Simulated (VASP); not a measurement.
Wanted: the native input for a VASP 6.6.1 run.

```yaml
Task: single point
Functional: HSE06
Potentials_or_basis: VASP PAW PBE potentials, release 64 (N, Sb, Al)
Cutoff: 520 eV
k_mesh: 6 × 6 × 2
Occupations: fermi-dirac, width 0.02 eV
Spin: no spin polarisation
Dipole_correction: no
Exchange_at_q_=_0: truncated
Grid_for_exact_exchange_PRECFOCK: Fast
Screening_parameter: 0.2079 1/A
Further_INCAR_settings: ALGO = Normal; EDIFF = 1e-07; NBANDS = 21
```

Crystal: Al3SbN2.

```
CELL_PARAMETERS angstrom
3.09103 0.00000 0.00000
-1.54552 2.67691 0.00000
0.00000 0.00000 11.48484
ATOMIC_POSITIONS crystal
N 0.00000 0.00000 0.06077
N 0.33333 0.66667 0.27854
Sb 0.66667 0.33333 0.57164
Al 0.33333 0.66667 0.11255
Al 0.66667 0.33333 0.33284
Al 0.00000 0.00000 0.89367
```

The cell was built by a generator and needn't be a form met in nature.

These files were run (other wordings do the same):

POSCAR

```
Al3SbN2
1.0
    3.0910320490      0.0000000000      0.0000000000
   -1.5455160245      2.6769122783      0.0000000000
    0.0000000000      0.0000000000     11.4848391573
N Sb Al
2 1 3
Direct
    0.0000000000      0.0000000000      0.0607721639
    0.3333333333      0.6666666667      0.2785413877
    0.6666666667      0.3333333333      0.5716357994
    0.3333333333      0.6666666667      0.1125479326
    0.6666666667      0.3333333333      0.3328370115
    0.0000000000      0.0000000000      0.8936657050
```

INCAR.step1

```
ALGO = Normal
EDIFF = 1E-5
ENCUT = 520
GGA = PE
ISIF = 2
ISMEAR = -1
LASPH = T
LCHARG = F
LREAL = F
LWAVE = T
NBANDS = 21
NELM = 100
PREC = Accurate
SIGMA = 0.02
```

INCAR.step2

```
ALGO = Normal
EDIFF = 1E-7
ENCUT = 520
GGA = PE
HFSCREEN = 0.2079
ISIF = 2
ISMEAR = -1
ISTART = 1
LASPH = T
LCHARG = F
LHFCALC = T
LREAL = F
LWAVE = F
NBANDS = 21
NELM = 100
PREC = Accurate
PRECFOCK = Fast
SIGMA = 0.02
```

KPOINTS

```
k-points
0
Gamma
  6 6 2
```

Potentials or basis: VASP PAW PBE potentials, release 64 (N, Sb, Al).

The run is started by

```bash
$ cat potpaw_PBE.64/N/POTCAR potpaw_PBE.64/Sb/POTCAR potpaw_PBE.64/Al/POTCAR > POTCAR
$ cp INCAR.step1 INCAR
$ mpirun -np 1 vasp_std > vasp.out
$ cp INCAR.step2 INCAR
$ mpirun -np 1 vasp_std > vasp.out
```

Results of the run:

- Pressure: -0.1 GPa
- Largest force: 0.106 eV/Å
- Band gap on the k mesh: none (metal or under the smearing width)

Caveat: the k mesh is coarse (spacing up to 0.39 Å⁻¹), so the values aren't converged, least of all with exact exchange; the PAW data sets were made with another functional, which shifts forces and pressure a little; this functional lacks dispersion, which binds the layers, so the pressure and a relaxed spacing across them are unreliable.

It took 20 min on 1 thread of Intel(R) Xeon(R) 6975P-C (Granite Rapids), with other jobs on the host, peak memory 0.36 GiB.
